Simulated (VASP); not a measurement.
Given:

```
In2W
1.0
    0.00000     4.29343     4.29343
    4.29343     0.00000     4.29343
    4.29343     4.29343     0.00000
In W
4 2
Direct
  0.12500   0.12500   0.12500
  0.62500   0.12500   0.12500
  0.12500   0.62500   0.12500
  0.12500   0.12500   0.62500
  0.75000   0.75000   0.75000
  0.50000   0.50000   0.50000
```

Method: PBE GGA, VASP's PBE PAW potentials (set 64) (plane waves; VASP). Settings: 300 eV cut-off, 3×3×3 Γ-centred mesh, Gaussian smearing of 0.050 eV, potentials In_d W_sv.

Problem. Give the energies of bands 34 to 47 at the high-symmetry points, in eV from the Fermi level.

Solution. 
```csv
band,Γ,X,U,L,W
34,-2.67,-3.91,-2.23,-2.03,-2.38
35,-2.67,-1.08,-1.37,-2.03,-1.57
36,-2.67,-1.08,-1.25,-1.74,-1.57
37,-2.33,-0.94,-1.11,-1.35,-1.00
38,-2.33,-0.94,-1.03,-1.35,-1.00
39,-1.34,-0.35,-0.52,-0.06,-0.43
40,-0.02,-0.35,-0.36,-0.06,-0.43
41,-0.02,-0.16,-0.18,0.08,-0.17
42,-0.02,-0.16,0.09,0.46,-0.17
43,0.28,0.47,0.36,0.46,0.57
44,0.28,0.47,0.63,0.52,0.57
45,1.56,2.36,0.84,0.52,0.87
46,1.63,2.36,1.64,0.89,0.87
47,1.63,2.44,1.90,1.42,3.05
```

It has no gap at this level: it comes out as a metal or semimetal.

The structure was generated: In2W was put into an ordered model structure, which need not be its known phase. The cell was not relaxed at this level. The k-mesh is coarse (spacing up to 0.42 per Å, 2π included), so the numbers may not be converged in it.
